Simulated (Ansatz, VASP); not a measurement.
## One calculation of Mg2C, two programs

INCAR

```
SYSTEM = Mg2C
ALGO = Normal
EDIFF = 1E-7
ENCUT = 520
GGA = PE
ISIF = 2
ISMEAR = -1
LASPH = .True.
LCHARG = .True.
LELF = .True.
LREAL = .False.
LVHAR = .True.
LWAVE = .False.
NBANDS = 11
NELM = 100
PREC = Accurate
SIGMA = 0.02
```

Contents of KPOINTS:

```
k-points
0
Gamma
  8 8 8
  0 0 0
```

POSCAR

```
Mg2C
1.0
    0.0000000000      2.6973878951      2.6973878951
    2.6973878951      0.0000000000      2.6973878951
    2.6973878951      2.6973878951      0.0000000000
C Mg
1 2
Direct
    0.0000000000      0.0000000000      0.0000000000
    0.2500000000      0.2500000000      0.2500000000
    0.7500000000      0.7500000000      0.7500000000
```

Input for Ansatz:

```yaml
crystal:
  lattice:
    - [0.0, 2.6973878951, 2.6973878951]
    - [2.6973878951, 0.0, 2.6973878951]
    - [2.6973878951, 2.6973878951, 0.0]
  atoms:
    - { symbol: C, position: [0.0, 0.0, 0.0] }
    - { symbol: Mg, position: [0.25, 0.25, 0.25] }
    - { symbol: Mg, position: [0.75, 0.75, 0.75] }
kpoints:
  mp_grid: { grid: [8, 8, 8] }
  band_path:
    path:
      - [0.0, 0.0, 0.0]
      - [0.5, 0.0, 0.5]
      - [0.625, 0.25, 0.625]
      - [0.375, 0.375, 0.75]
      - [0.5, 0.5, 0.5]
      - [0.5, 0.25, 0.75]
      - [0.0375, 0.0375, 0.075]
    npoints: 1
hamiltonian:
  xc: pbe
scf:
  occupations: { method: fermi_dirac, width: 0.02 }
  n_extra_bands: 4
output:
  forces: true
  stress: true
  eigenvalues: true
```

Change from the starting cell: hydrostatic strain -0.5%.

Alike in both runs: task single point; functional PBE; k mesh 8 × 8 × 8; occupations fermi-dirac, width 0.02 eV; no spin polarisation.

|  | VASP | Ansatz |
| --- | --- | --- |
| version | VASP 6.6.1 | Ansatz 0.2.0 |
| potentials or method | VASP PAW PBE potentials, release 64 (C, Mg) | plane waves, PAW |
| plane-wave cutoff (eV) | 520 | 420 |
| valence electrons in the cell | 8 | 24 |

Ansatz gave:

| Item | Value |
| --- | --- |
| gap on the k mesh at the Fermi level (eV) | 0.75 |
| pressure (GPa) | 3.5 |

What did VASP give for the same quantities?

gap on the k mesh at the Fermi level (eV): 0.74; pressure (GPa): 3.4.

The two sets of potentials don't hold the same shells in valence.

A k mesh can miss the band edges.
